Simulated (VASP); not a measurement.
Method: PBE GGA, VASP's PBE PAW potentials (set 64) (plane waves; VASP).

Input for VASP

POSCAR:
```
AuZn
1
    3.1830936758     0.0000000000     0.0000000000
   -0.0000000000     3.1830936758    -0.0000000000
   -0.0000000000    -0.0000000000     3.1830936758
Zn Au
1 1
Direct
  0.5000000000   0.5000000000   0.5000000000
  0.0000000000   0.0000000000   0.0000000000
```

KPOINTS:
```
Automatic mesh
0
Gamma
10 10 10
0 0 0
```

INCAR:
```
! general
SYSTEM   =  AuZn
PREC     =  Accurate
ENCUT    =  400
LREAL    =  .False.
LASPH    =  .True.

! electronic loop
EDIFF    =  1E-6
NELM     =  100
ALGO     =  Normal
LMAXMIX  =  6

! smearing
ISMEAR   =  1
SIGMA    =  0.1

! functional
GGA      =  PE

! ions
IBRION   =  2
NSW      =  60
ISIF     =  3
EDIFFG   =  -0.01

! output
LWAVE    =  .False.
LCHARG   =  .False.
```

POTCAR, in this order: Zn Au (PBE.64 set). Program: vasp_std.

The resulting files:

### OSZICAR
```
       N       E                     dE             d eps       ncg     rms          rms(c)
DAV:   1     0.110226450724E+03    0.11023E+03   -0.10117E+04  1752   0.163E+03
DAV:   2    -0.171790655135E+01   -0.11194E+03   -0.10860E+03  1792   0.302E+02
DAV:   3    -0.517287762545E+01   -0.34550E+01   -0.34465E+01  1981   0.634E+01
DAV:   4    -0.519423728073E+01   -0.21360E-01   -0.21359E-01  2002   0.438E+00
DAV:   5    -0.519448120537E+01   -0.24392E-03   -0.24392E-03  2016   0.475E-01    0.780E+00
DAV:   6    -0.478120220920E+01    0.41328E+00   -0.14657E+00  1729   0.143E+01    0.503E+00
DAV:   7    -0.475683263644E+01    0.24370E-01   -0.32537E-02  2258   0.404E+00    0.273E+00
DAV:   8    -0.474851975456E+01    0.83129E-02   -0.10426E-02  1915   0.121E+00    0.152E-01
DAV:   9    -0.474855153708E+01   -0.31783E-04   -0.41648E-04  1878   0.242E-01    0.787E-02
DAV:  10    -0.474856261537E+01   -0.11078E-04   -0.51475E-05  2102   0.134E-01    0.180E-02
DAV:  11    -0.474856246337E+01    0.15200E-06   -0.14519E-05  1911   0.973E-02    0.412E-03
DAV:  12    -0.474856239595E+01    0.67419E-07   -0.28459E-07   994   0.126E-02
   1 F= -.47485624E+01 E0= -.47484602E+01  d E =-.474856E+01
```

**OUTCAR**
```
------------------------ aborting loop because EDIFF is reached ----------------------------------------
  FORCE on cell =-STRESS in cart. coord.  units (eV):
  Direction    XX          YY          ZZ          XY          YZ          ZX
  --------------------------------------------------------------------------------------
  Total       -0.0076154     -0.0076154     -0.0076154      0.0000000      0.0000000     -0.0000000
  in kB       -0.3783151     -0.3783151     -0.3783151      0.0000000      0.0000000     -0.0000000
  external PRESSURE =      -0.3783151 kB  Pullay stress =       0.0000000 kB
  volume of cell :       32.25
      direct lattice vectors                 reciprocal lattice vectors
     3.183093676  0.000000000  0.000000000     0.314159777  0.000000000  0.000000000
     0.000000000  3.183093676  0.000000000     0.000000000  0.314159777  0.000000000
     0.000000000  0.000000000  3.183093676     0.000000000  0.000000000  0.314159777
 POSITION                                       TOTAL-FORCE (eV/Angst)
 -----------------------------------------------------------------------------------
      1.59155      1.59155      1.59155         0.000000      0.000000      0.000000
      0.00000      0.00000      0.00000         0.000000      0.000000      0.000000
 -----------------------------------------------------------------------------------
    total drift:                                0.000000      0.000000     -0.000000
  FREE ENERGIE OF THE ION-ELECTRON SYSTEM (eV)
  ---------------------------------------------------
  free  energy   TOTEN  =        -4.7485623959 eV

  energy  without entropy=       -4.7482558518  energy(sigma->0) =       -4.74846021

 reached required accuracy - stopping structural energy minimisation
```
(Selected blocks of OUTCAR.)

The compound is AuZn in the CsCl type structure. It was relaxed first. The start is the result of an earlier pass. The electron count is odd and the run is not spin-polarised, which forces a metal.
